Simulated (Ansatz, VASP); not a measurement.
## AlPH (AlP(100) slab, H on both faces) in two plane-wave programs

Aim: how closely do two programs agree when they are given the same cell, functional and k mesh? The structure shown is the start of the Ansatz relaxation below; VASP solves that cell, so the two are compared at the walk's first step.

Main program and level: Ansatz 0.2.0; plane waves, with VASP 6.6.1 beside it; single point at PBE.

### 1. Set-up

The cell holds 108 atoms: 36 Al, 36 P and 36 H. Its edges and angles: a = 11.589 Å, b = 11.589 Å, c = 21.292 Å, α = 90.0°, β = 90.0°, γ = 90.0°. It derives from AlP (zinc-blende). As first built, before any earlier steps moved the atoms (in the runner's words): zinc-blende AlP (a = 5.463 A), (100) slab of 8 atomic planes, 3 x 3 surface cells, H on the broken bonds of both faces; displaced by a Gaussian of 0.02 A. Vacuum lies along c.

### 2. Ansatz: relaxation, PBE

Ansatz runs on its default PAW (the set named soft_2) files.

The two programs are compared at the cell with which this relaxation starts, whose forces are those of its first step.

The input, input.yaml:

```yaml
crystal:
  lattice:
    - [11.58877, 0.0, 0.0]
    - [0.0, 11.58877, 0.0]
    - [0.0, 0.0, 21.2923]
  atoms:
    - { symbol: Al, position: [0.26542, 0.16781, 0.33636] }
    - { symbol: P, position: [0.26796, 0.33433, 0.27551] }
    - { symbol: Al, position: [0.10083, 0.33669, 0.46585] }
    - { symbol: P, position: [0.10318, 0.16805, 0.40172] }
    - { symbol: Al, position: [0.26675, 0.16846, 0.59278] }
    - { symbol: P, position: [0.26358, 0.33514, 0.53014] }
    - { symbol: Al, position: [0.10008, 0.33338, 0.72302] }
    - { symbol: P, position: [0.09837, 0.16726, 0.65772] }
    - { symbol: Al, position: [0.26592, 0.49995, 0.33628] }
    - { symbol: P, position: [0.26851, 0.67006, 0.2734] }
    - { symbol: Al, position: [0.10175, 0.6673, 0.46751] }
    - { symbol: P, position: [0.10453, 0.50431, 0.40191] }
    - { symbol: Al, position: [0.26701, 0.5019, 0.59383] }
    - { symbol: P, position: [0.26378, 0.66698, 0.52893] }
    - { symbol: Al, position: [0.10155, 0.66681, 0.72064] }
    - { symbol: P, position: [0.10161, 0.50262, 0.6591] }
    - { symbol: Al, position: [0.26747, 0.83225, 0.33723] }
    - { symbol: P, position: [0.26664, 0.99845, 0.27166] }
    - { symbol: Al, position: [0.10172, 0.99887, 0.46658] }
    - { symbol: P, position: [0.10191, 0.83579, 0.40148] }
    - { symbol: Al, position: [0.26679, 0.8337, 0.59411] }
    - { symbol: P, position: [0.26701, 0.00125, 0.53108] }
    - { symbol: Al, position: [0.10104, 0.00022, 0.72389] }
    - { symbol: P, position: [0.09711, 0.8361, 0.65698] }
    - { symbol: Al, position: [0.60069, 0.16842, 0.33653] }
    - { symbol: P, position: [0.60287, 0.33256, 0.27361] }
    - { symbol: Al, position: [0.43364, 0.33537, 0.46539] }
    - { symbol: P, position: [0.43356, 0.16357, 0.40232] }
    - { symbol: Al, position: [0.59842, 0.16672, 0.59355] }
    - { symbol: P, position: [0.59671, 0.33581, 0.5298] }
[... 72 atom lines left out ...]
    - { symbol: H, position: [0.65652, 0.66582, 0.76398] }
    - { symbol: H, position: [0.88022, 0.66092, 0.76469] }
    - { symbol: H, position: [0.83648, 0.00028, 0.23455] }
    - { symbol: H, position: [0.03537, 0.0004, 0.23559] }
    - { symbol: H, position: [0.87609, 0.00132, 0.76465] }
    - { symbol: H, position: [0.65542, 0.00024, 0.76358] }
kpoints:
  mp_grid: { grid: [1, 1, 1] }
hamiltonian:
  xc: pbe
scf:
  occupations: { method: gaussian, width: 0.05 }
output:
  forces: true
relax:
  f_tol: 0.05
  max_steps: 120
```

Launch:

```console
$ ansatz run input.yaml --threads 4 --pin off --max-ram 8192MiB --backend cpu --events-out ev --progress --plain --runs-dir out
```

Numbers of over 12 decimals in the logs are rounded to 6 here.

The program printed:

```text
Engine: ansatz 0.2.0, x86_64-unknown-linux-gnu
Pseudopotentials: kind: paw
Pseudopotential: Al, paw, valence charge 3, recommended cutoff 420 eV (normal), Al.paw.azcp
Pseudopotential: P, paw, valence charge 5, recommended cutoff 420 eV (normal), P.paw.azcp
Pseudopotential: H, paw, valence charge 1, recommended cutoff 420 eV (normal), H.paw.azcp
Functional definition: PBE
  parameter kappa = 0.804
  parameter beta = 0.066725
  exchange = pbe_x(kappa = kappa, mu = beta*pi^2/3)
  correlation = pbe_c(beta = beta)
Crystal: 108 atoms, lattice volume = 2859.547 Å³
Basis set: ecut = 420 eV, 55887 PW (Γ), exchange–correlation on 160×160×288 points (8 copies of the dense FFT grid, shifted against one another)
Bands: 270, of which v1, the nominal top of the filled ones, is band 162 counted from 1 (161 counted from 0)
Symmetry: 1 space group operations
Space group: P1 (ITA 1), of the structure as read, at distance tolerance 1.4e-4 Å
k-points: 1
Non-local potential: Al, projectors of the file, l = 0: 2, l = 1: 2, l = 2: 1
Non-local potential: P, projectors of the file, l = 0: 2, l = 1: 2, l = 2: 2
Non-local potential: H, projectors of the file, l = 0: 2, l = 1: 1
PAW form: soft (Blöchl's): semilocal exchange-correlation on the pseudo side does not see the compensation charge
PAW one-centre angular grid: Al, 110 points (default); XC on 64 Gauss nodes
PAW one-centre angular grid: P, 110 points (default); XC on 64 Gauss nodes
PAW one-centre angular grid: H, 110 points (default); XC on 64 Gauss nodes
Initial density: superposition of atomic densities (neutral atoms: chi_scale 0, normalization atom), corrected by the library's trained network
Initial wavefunctions: pseudopotential atomic-orbital guess
Functional: x = pbe(κ = 0.804, μ = 0.219515), c = pbe(β = 0.066725)
SCF iter   1: F=—  HF=-47141.491373 eV  |F-HF|=—  |Δ(HF+E_count)|=         —  Δρ=8.52e-3  dr2=4.21e1  ethr=1.77e-3  ⟨swp⟩=8.0  Hψ=1552  notcnv=0  defer=63
preconditioner: auto → Resta (q_TF=auto, 1.898 Å⁻¹)  ε∞=3.0  [insulator: Δε(μ)=0.267 eV  Ē_g=8.895 eV  σ=0.050 eV  W_gap=1.00  n_scr=320 (ndim 8)  ℏωp=12.5 eV  f_vac=0.360  D(μ)=0.04/eV (n_scr^D=0)  ε∞_Penn≈3.0  vacuum switching on, ρ_ref=5.7e-3 e/Å³]
SCF iter   2: F=—  HF=-47156.225792 eV  |F-HF|=—  |Δ(HF+E_count)|=    1.47e1  Δρ=3.19e-2  dr2=7.24e2  ethr=1.77e-3  ⟨swp⟩=2.0  Hψ=373  notcnv=0  defer=101  recentre
preconditioner: auto → LDOS  [insulator: Δε(μ)=0.052 eV  Ē_g=8.741 eV  σ=0.050 eV  W_gap=0.53  n_scr=320 (ndim 8)  ℏωp=12.5 eV  f_vac=0.362  D(μ)=59.88/eV (n_scr^D=368)  ε∞_Penn≈3.0  β→1.0]
SCF iter   3: F=—  HF=-47140.058519 eV  |F-HF|=—  |Δ(HF+E_count)|=    1.62e1  Δρ=5.42e-3  dr2=8.83e0  ethr=1.77e-3  ⟨swp⟩=2.0  Hψ=374  notcnv=0  defer=66
SCF iter   4: F=—  HF=-47139.557053 eV  |F-HF|=—  |Δ(HF+E_count)|=   5.01e-1  Δρ=4.51e-3  dr2=6.35e0  ethr=1.77e-3  ⟨swp⟩=1.0  Hψ=311  notcnv=0  defer=82
SCF iter   5: F=—  HF=-47139.370399 eV  |F-HF|=—  |Δ(HF+E_count)|=   1.87e-1  Δρ=2.07e-3  dr2=5.61e-1  ethr=1.77e-3  ⟨swp⟩=2.0  Hψ=173  notcnv=0  defer=82
SCF iter   6: F=—  HF=-47139.373119 eV  |F-HF|=—  |Δ(HF+E_count)|=   2.72e-3  Δρ=2.72e-3  dr2=1.68e0  ethr=1.73e-4  ⟨swp⟩=1.0  Hψ=172  notcnv=0  defer=98
SCF iter   7: F=—  HF=-47139.645417 eV  |F-HF|=—  |Δ(HF+E_count)|=   2.72e-1  Δρ=3.34e-3  dr2=4.89e0  ethr=1.73e-4  ⟨swp⟩=2.0  Hψ=232  notcnv=0  defer=98  recentre
SCF iter   8: F=—  HF=-47139.365843 eV  |F-HF|=—  |Δ(HF+E_count)|=   2.80e-1  Δρ=1.61e-3  dr2=1.46e0  ethr=1.73e-4  ⟨swp⟩=2.0  Hψ=313  notcnv=0  defer=96
SCF iter   9: F=—  HF=-47139.359294 eV  |F-HF|=—  |Δ(HF+E_count)|=   6.55e-3  Δρ=1.89e-3  dr2=1.11e0  ethr=1.73e-4  ⟨swp⟩=1.0  Hψ=174  notcnv=0  defer=96
SCF iter  10: F=—  HF=-47139.353077 eV  |F-HF|=—  |Δ(HF+E_count)|=   6.22e-3  Δρ=6.69e-4  dr2=2.77e-1  ethr=1.73e-4  ⟨swp⟩=1.0  Hψ=174  notcnv=0  defer=96
SCF iter  11: F=—  HF=-47139.354069 eV  |F-HF|=—  |Δ(HF+E_count)|=   9.92e-4  Δρ=8.92e-4  dr2=4.50e-1  ethr=8.55e-5  ⟨swp⟩=1.0  Hψ=174  notcnv=0  defer=96
SCF iter  12: F=—  HF=-47139.354139 eV  |F-HF|=—  |Δ(HF+E_count)|=   7.00e-5  Δρ=1.01e-3  dr2=5.09e-1  ethr=8.55e-5  ⟨swp⟩=1.0  Hψ=174  notcnv=0  defer=96
SCF iter  13: F=—  HF=-47139.350131 eV  |F-HF|=—  |Δ(HF+E_count)|=   4.01e-3  Δρ=4.59e-4  dr2=6.49e-2  ethr=8.55e-5  ⟨swp⟩=1.0  Hψ=174  notcnv=0  defer=96
SCF iter  14: F=—  HF=-47139.350077 eV  |F-HF|=—  |Δ(HF+E_count)|=   5.38e-5  Δρ=4.33e-4  dr2=6.30e-2  ethr=2.00e-5  ⟨swp⟩=1.0  Hψ=174  notcnv=0  defer=96
SCF iter  15: F=—  HF=-47139.349671 eV  |F-HF|=—  |Δ(HF+E_count)|=   4.06e-4  Δρ=1.18e-4  dr2=1.05e-3  ethr=1.95e-5  ⟨swp⟩=1.0  Hψ=174  notcnv=0  defer=96
SCF iter  16: F=—  HF=-47139.349939 eV  |F-HF|=—  |Δ(HF+E_count)|=   2.68e-4  Δρ=8.34e-5  dr2=2.48e-4  ethr=3.25e-7  ⟨swp⟩=2.0  Hψ=175  notcnv=0  defer=96
SCF iter  17: F=—  HF=-47139.349990 eV  |F-HF|=—  |Δ(HF+E_count)|=   5.03e-5  Δρ=5.63e-5  dr2=2.69e-4  ethr=7.66e-8  ⟨swp⟩=2.0  Hψ=289  notcnv=0  defer=96
[...]
- { symbol: Al, position: [0.109353, 0.336056, 0.467496] }
    - { symbol: P, position: [0.110912, 0.165791, 0.404863] }
    - { symbol: Al, position: [0.271493, 0.167004, 0.596549] }
    - { symbol: P, position: [0.276152, 0.332716, 0.530001] }
    - { symbol: Al, position: [0.087787, 0.334689, 0.725706] }
    - { symbol: P, position: [0.106988, 0.169429, 0.661937] }
    - { symbol: Al, position: [0.275419, 0.522176, 0.336288] }
    - { symbol: P, position: [0.263078, 0.667635, 0.260690] }
    - { symbol: Al, position: [0.110054, 0.666798, 0.466627] }
    - { symbol: P, position: [0.111738, 0.500575, 0.401525] }
    - { symbol: Al, position: [0.273825, 0.500349, 0.593290] }
    - { symbol: P, position: [0.275592, 0.667662, 0.530267] }
    - { symbol: Al, position: [0.124503, 0.666221, 0.719938] }
    - { symbol: P, position: [0.108466, 0.497590, 0.658659] }
    - { symbol: Al, position: [0.277083, 0.811900, 0.336964] }
    - { symbol: P, position: [0.296574, 0.995083, 0.281779] }
    - { symbol: Al, position: [0.107873, 0.997065, 0.468955] }
    - { symbol: P, position: [0.113033, 0.833530, 0.401997] }
    - { symbol: Al, position: [0.275089, 0.832206, 0.597894] }
    - { symbol: P, position: [0.274097, -0.000773918, 0.532368] }
    - { symbol: Al, position: [0.133065, 5.7323916546148534e-5, 0.725246] }
    - { symbol: P, position: [0.107679, 0.833663, 0.659672] }
    - { symbol: Al, position: [0.610355, 0.165708, 0.343055] }
    - { symbol: P, position: [0.597225, 0.337259, 0.281690] }
    - { symbol: Al, position: [0.440650, 0.336146, 0.465784] }
    - { symbol: P, position: [0.443602, 0.165604, 0.404120] }
    - { symbol: Al, position: [0.608543, 0.169467, 0.595550] }
    - { symbol: P, position: [0.607445, 0.333393, 0.528444] }
    - { symbol: Al, position: [0.395719, 0.332945, 0.706069] }
    - { symbol: P, position: [0.441658, 0.163477, 0.658107] }
    - { symbol: Al, position: [0.604482, 0.521136, 0.336379] }
    - { symbol: P, position: [0.559469, 0.668736, 0.265918] }
    - { symbol: Al, position: [0.441488, 0.666228, 0.466302] }
    - { symbol: P, position: [0.440119, 0.501039, 0.400204] }
    - { symbol: Al, position: [0.607938, 0.499313, 0.591901] }
    - { symbol: P, position: [0.607812, 0.668096, 0.529923] }
    - { symbol: Al, position: [0.417181, 0.665570, 0.727609] }
    - { symbol: P, position: [0.442535, 0.505158, 0.658512] }
    - { symbol: Al, position: [0.604347, 0.813458, 0.338105] }
    - { symbol: P, position: [0.629151, 0.994090, 0.282206] }
    - { symbol: Al, position: [0.439966, -0.00216418, 0.468732] }
    - { symbol: P, position: [0.440482, 0.833559, 0.402171] }
    - { symbol: Al, position: [0.604764, 0.832371, 0.597656] }
    - { symbol: P, position: [0.605761, -0.000518943, 0.532573] }
    - { symbol: Al, position: [0.461237, 0.998758, 0.726618] }
    - { symbol: P, position: [0.440331, 0.828769, 0.663282] }
    - { symbol: Al, position: [0.942978, 0.165744, 0.345172] }
    - { symbol: P, position: [0.929378, 0.333617, 0.281704] }
[...]
- { symbol: Al, position: [0.942331, 0.503672, 0.343642] }
    - { symbol: P, position: [0.921946, 0.668276, 0.278908] }
    - { symbol: Al, position: [0.774454, 0.666650, 0.466730] }
    - { symbol: P, position: [0.770557, 0.501769, 0.400442] }
    - { symbol: Al, position: [0.945713, 0.502184, 0.591871] }
    - { symbol: P, position: [0.942602, 0.668118, 0.528340] }
    - { symbol: Al, position: [0.732378, 0.666522, 0.706837] }
    - { symbol: P, position: [0.777068, 0.498011, 0.654561] }
    - { symbol: Al, position: [0.942350, 0.831387, 0.344848] }
    - { symbol: P, position: [0.963124, -0.00100103, 0.281607] }
    - { symbol: Al, position: [0.772952, 0.997362, 0.469572] }
    - { symbol: P, position: [0.771091, 0.833529, 0.402104] }
    - { symbol: Al, position: [0.943014, 0.831328, 0.595875] }
    - { symbol: P, position: [0.940900, -0.000546527, 0.531674] }
    - { symbol: Al, position: [0.795221, 1.002465, 0.726172] }
    - { symbol: P, position: [0.775550, 0.836843, 0.658580] }
    - { symbol: H, position: [0.332343, 0.331098, 0.226747] }
    - { symbol: H, position: [0.156377, 0.331750, 0.250235] }
    - { symbol: H, position: [0.935014, 0.338837, 0.735246] }
    - { symbol: H, position: [0.110691, 0.341822, 0.799125] }
    - { symbol: H, position: [0.141206, 0.667356, 0.272225] }
    - { symbol: H, position: [0.415569, 0.668858, 0.117732] }
    - { symbol: H, position: [0.050772, 0.661113, 0.783548] }
    - { symbol: H, position: [0.872575, 0.664158, 0.781445] }
    - { symbol: H, position: [0.238588, 0.00182668, 0.222963] }
    - { symbol: H, position: [0.409423, -0.000225172, 0.256858] }
    - { symbol: H, position: [0.279380, 0.999913, 0.717493] }
    - { symbol: H, position: [1.104604, -0.00179088, 0.798509] }
    - { symbol: H, position: [0.490165, 0.331270, 0.250015] }
    - { symbol: H, position: [0.666199, 0.330749, 0.226533] }
    - { symbol: H, position: [0.472317, 0.333722, 0.797873] }
    - { symbol: H, position: [0.284448, 0.337200, 0.750688] }
    - { symbol: H, position: [0.659278, 0.670992, 0.226454] }
    - { symbol: H, position: [0.426447, 0.672882, 0.082947] }
    - { symbol: H, position: [0.446794, 0.653599, 0.800100] }
    - { symbol: H, position: [0.266908, 0.662443, 0.737717] }
    - { symbol: H, position: [0.743355, -0.00330046, 0.259171] }
    - { symbol: H, position: [0.573807, 1.001389, 0.222688] }
    - { symbol: H, position: [0.437303, 1.005667, 0.800344] }
    - { symbol: H, position: [0.606991, 0.00200846, 0.716262] }
[...]
- { symbol: H, position: [0.806317, 0.667701, 0.257784] }
    - { symbol: H, position: [-0.018896, 0.669628, 0.220612] }
    - { symbol: H, position: [0.623281, 0.660248, 0.752721] }
    - { symbol: H, position: [0.811643, 0.662279, 0.796115] }
    - { symbol: H, position: [0.906219, 0.00120938, 0.222440] }
    - { symbol: H, position: [0.077335, -0.000933864, 0.258738] }
    - { symbol: H, position: [0.940188, -0.000506998, 0.718187] }
    - { symbol: H, position: [0.764822, -0.00013316, 0.799277] }
```

### 3. VASP: single point, PBE, start cell

The same cell, functional, mesh and smearing now go to VASP, with its own data sets.

Lines of VASP's logs that name or quote its potential files are left out, and so is its time.

The input, INCAR:

```
SYSTEM = AlPH
PREC = Accurate
ENCUT = 400
EDIFF = 1E-06
NELM = 120
ISMEAR = 0
SIGMA = 0.05
LREAL = Auto
ALGO = Normal
GGA = PE
NBANDS = 240
LORBIT = 11
LWAVE = .FALSE.
LCHARG = .FALSE.
ISIF = 2
LASPH = .TRUE.
GGA_COMPAT = .FALSE.
EFERMI = MIDGAP
NCORE = 2
```

The input, POSCAR:

```
AlPH
1.0
   11.5887700000      0.0000000000      0.0000000000
    0.0000000000     11.5887700000      0.0000000000
    0.0000000000      0.0000000000     21.2923000000
Al P H
36 36 36
Direct
    0.2654207478      0.1678090082      0.3363610319
    0.1008303729      0.3366880178      0.4658491567
    0.2667496205      0.1684561865      0.5927776708
    0.1000796461      0.3333830942      0.7230219375
    0.2659212324      0.4999495201      0.3362811909
    0.1017536805      0.6673011890      0.4675117296
    0.2670084918      0.5018996839      0.5938296943
    0.1015465835      0.6668093335      0.7206407950
    0.2674658311      0.8322539838      0.3372298906
    0.1017191643      0.9988721840      0.4665818160
    0.2667927658      0.8337036631      0.5941114863
    0.1010374699      0.0002243551      0.7238907962
    0.6006936025      0.1684216703      0.3365301071
    0.4336439501      0.3353677741      0.4653888965
    0.5984241641      0.1667217487      0.5935479023
    0.4333074174      0.3307167197      0.7219605209
    0.5983896479      0.5025209750      0.3371077807
    0.4341012894      0.6688112716      0.4657787087
    0.5997702949      0.4991038738      0.5954218192
    0.4337216115      0.6657479612      0.7236982383
    0.6010560223      0.8347736645      0.3371406565
    0.4339804828      0.0001466937      0.4653607173
    0.5993388427      0.8317534993      0.5947690010
    0.4369057286      0.9982077477      0.7228105935
    0.9354918598      0.1669892491      0.3384603824
    0.7658017201      0.3304319613      0.4656190266
    0.9315311288      0.1676277983      0.5948300559
    0.7656722845      0.3327100288      0.7209319801
    0.9348101654      0.5024692008      0.3368400783
    0.7670184152      0.6661276391      0.4653888965
[... 72 atom lines left out ...]
    0.6565235137      0.6658169935      0.7639804061
    0.8802228364      0.6609156968      0.7646895826
    0.8364822151      0.0002761294      0.2345495790
    0.0353704492      0.0003969360      0.2355922094
    0.8760895246      0.0013202436      0.7646520104
    0.6554189961      0.0002416132      0.7635812007
```

The input, KPOINTS:

```
Automatic mesh
0
Gamma
1 1 1
0 0 0
```

Potentials, in the order of the species: Al, P and H (PBE family, release 64).

Launch:

```console
$ mpirun -np 8 vasp_gam
```

The program printed:

```text
[banner, memory and clock lines left out]
running    8 mpi-ranks, on    1 nodes
[...]
LDA part: xc-table for (Slater+PW92), standard interpolation
 POSCAR, INCAR and KPOINTS ok, starting setup
[...]
entering main loop
       N       E                     dE             d eps       ncg     rms          rms(c)
DAV:   1     0.186009759931E+04    0.18601E+04   -0.11009E+05   488   0.905E+02
DAV:   2    -0.216098996789E+03   -0.20762E+04   -0.19522E+04   704   0.190E+02
DAV:   3    -0.480407199131E+03   -0.26431E+03   -0.26068E+03   584   0.708E+01
DAV:   4    -0.493238007206E+03   -0.12831E+02   -0.12789E+02   608   0.172E+01
[...]
DAV:  41    -0.463486021254E+03   -0.90613E-05   -0.44422E-06   400   0.184E-03    0.822E-03
DAV:  42    -0.463486023628E+03   -0.23744E-05   -0.12124E-06   416   0.103E-03    0.612E-03
DAV:  43    -0.463486024161E+03   -0.53309E-06   -0.39698E-07   400   0.553E-04
   1 F= -.46348602E+03 E0= -.46342029E+03  d E =-.131464E+00
```

Parts of OUTCAR (step 3):

```text
  FREE ENERGIE OF THE ION-ELECTRON SYSTEM (eV)
  ---------------------------------------------------
  free  energy   TOTEN  =      -463.4860241614 eV

  energy  without entropy=     -463.3545597577  energy(sigma->0) =     -463.42029196
```

### 4. Side by side

Known differences besides the potentials themselves: the cutoff is 420 eV in Ansatz and 400 eV in VASP (PREC = Accurate, projectors in real space). Total energies have different zeros and are not compared.

Forces on 10 of the 108 atoms, those with the largest forces and the largest differences (eV/Å; atoms numbered as in POSCAR):

```
atom          Ansatz x, y, z            VASP x, y, z
 P45     0.163, 0.150, 1.165     0.164, 0.149, 1.152
 P53     0.927, 0.911, 0.300     0.930, 0.909, 0.285
 P57     0.925, 0.758, 0.235     0.923, 0.755, 0.227
 P65     0.686, 0.419, 1.806     0.686, 0.418, 1.790
 P69    1.175, -0.112, 2.001    1.177, -0.112, 1.987
 H81  -0.021, -0.016, -0.540   0.012, -0.016, -0.530
 H82  -0.159, -0.013, -0.448  -0.191, -0.012, -0.440
H101   -0.927, 0.024, -1.140   -0.904, 0.023, -1.128
H105   -0.926, 0.009, -1.227   -0.901, 0.009, -1.217
H106  -0.198, -0.007, -0.377  -0.232, -0.007, -0.365
```

The forces differ by 7.6 meV/Å r.m.s., which is 1.7 % of the r.m.s. force of 0.445 eV/Å (both taken over all components). With vacuum in the cell, a pressure given here is an average over mostly empty space and none of the material.

### 5. What came out

* r.m.s. force difference (single point, PBE, start cell): 1.7 % of the r.m.s. force

The r.m.s. force difference is 1.7 % of the r.m.s. force (single point, PBE, start cell), within the 3 % picked in this series as the mark of a large difference. 1 further run of this series is not shown here. How closely two codes agree says nothing of how well the functional describes the real material.

[Lines on the potential files, build, host, timing and source positions are cut from VASP's logs without a mark.]

[Logs are printed without paths, hosts, clocks, repeated set-up lines and the standing remarks that a program may print on its own settings, such as how far it seeks lower states.]

[Hosts, paths, dates, database ids (printed as entryN), source tags and the programs' standing remarks are cut or masked in the printed files.]
